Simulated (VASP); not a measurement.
```xyz
3
Lattice="-1.6475 1.6475 4.0324 1.6475 -1.6475 4.0324 1.6475 1.6475 -4.0324" Properties=species:S:1:pos:R:3 pbc="T T T"
Tc     0.0000     0.0000     0.0000
Os     0.0000     0.0000     2.7041
Os     0.0000     0.0000     5.3607
```

The numbers are results of PBE GGA, VASP's PBE PAW potentials (set 64) (plane waves; VASP 6.6.1), not measurements. Settings: 300 eV cut-off, 7×7×7 Γ-centred mesh, Gaussian smearing of 0.10 eV, potentials Tc_pv Os.

At this cut-off the stress carries a Pulay error, which pulls relaxed volumes low.

**Question.** Give the force on each atom (eV/Å).

**Answer.** 
| atom | Fx | Fy | Fz |
|---|---|---|---|
| Tc1 | 0.000 | 0.000 | 0.000 |
| Os2 | 0.000 | 0.000 | -0.293 |
| Os3 | 0.000 | 0.000 | 0.293 |

**Question.** Give the stress tensor in GPa (positive for a compressed cell).

**Answer.** 
```
-1.60   0.00   0.00
 0.00  -1.60   0.00
 0.00   0.00  15.48
```
The pressure is its mean diagonal, 4.09 GPa.

The structure was generated: TcOs2 was put into an ordered model structure, which need not be its known phase. The cell was not relaxed at this level. The k-mesh is coarse (spacing up to 0.39 per Å, 2π included), so the numbers may not be converged in it. The electron count is odd and the run is not spin-polarised, which forces a metal.
